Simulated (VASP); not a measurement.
Consider the following.

```
Ca
1.0
    0.00000     2.72853     2.72853
    2.72853     0.00000     2.72853
    2.72853     2.72853     0.00000
Ca
1
Cartesian
  0.00000   0.00000   0.00000
```

Calculation: PBEsol GGA, VASP's PBE PAW potentials (set 64) (plane waves; VASP). Run with 480 eV cut-off, 10×10×10 Γ-centred mesh, first-order Methfessel-Paxton smearing of 0.10 eV, potentials Ca_sv.

Each row applies one change to this cell, which was relaxed at other settings and keeps the small stress of the first row; at a fixed cut-off the stress holds a Pulay part, so it need not integrate to ΔE exactly. Stress is in GPa, positive when the cell is compressed.

```tsv
change	ΔE (meV/atom)	σxx	σyy	σzz	largest shear component, with its sign (GPa)	largest force (eV/Å)
none	0.0	0.01	0.01	0.01	0.00	0.000
isotropic strain of -2.0 %	9.6	1.21	1.21	1.21	0.00	0.000
isotropic strain of -0.5 %	0.8	0.29	0.29	0.29	0.00	0.000
biaxial strain of -3.0 % in the xz plane	10.2	1.30	1.03	1.30	0.00	0.000
isotropic strain of -1.0 %	2.6	0.58	0.58	0.58	0.00	0.000
biaxial strain of -2.0 % in the yz plane	4.7	0.67	0.84	0.84	0.00	0.000
biaxial strain of +4.0 % in the xz plane	13.7	-1.36	-1.07	-1.36	0.00	0.000
```

Failed runs are left out, and for metals the shear rows, which the mesh's noise covers.

The compound is Ca in the fcc structure.
